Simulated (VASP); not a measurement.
Given:

```yaml
crystal:
  lattice:
    - [2.95505, 0.00000, 0.00000]
    - [0.00000, 2.95505, 0.00000]
    - [0.00000, 0.00000, 2.95505]
  atoms:
    - { symbol: Ti, position: [0.00000, 0.00000, 0.00000] }
    - { symbol: Co, position: [0.50000, 0.50000, 0.50000] }
```

Method: PBE GGA, VASP's PBE PAW potentials (set 64) (plane waves; VASP 6.6.1). Settings: 300 eV cut-off, 8×8×8 Γ-centred mesh, Gaussian smearing of 0.10 eV, potentials Ti_sv Co.

At this cut-off the stress carries a Pulay error, which pulls relaxed volumes low. The run has a spin-polarised start.

### Question
Give the stress tensor in GPa (positive for a compressed cell).

### Answer

```
3.11  0.00  0.00
0.00  3.11  0.00
0.00  0.00  3.11
```
The pressure is its mean diagonal, 3.11 GPa.

The structure comes from a computed database's TiCo entry; how it stands against other phases isn't given here. The cell was not relaxed at this level.
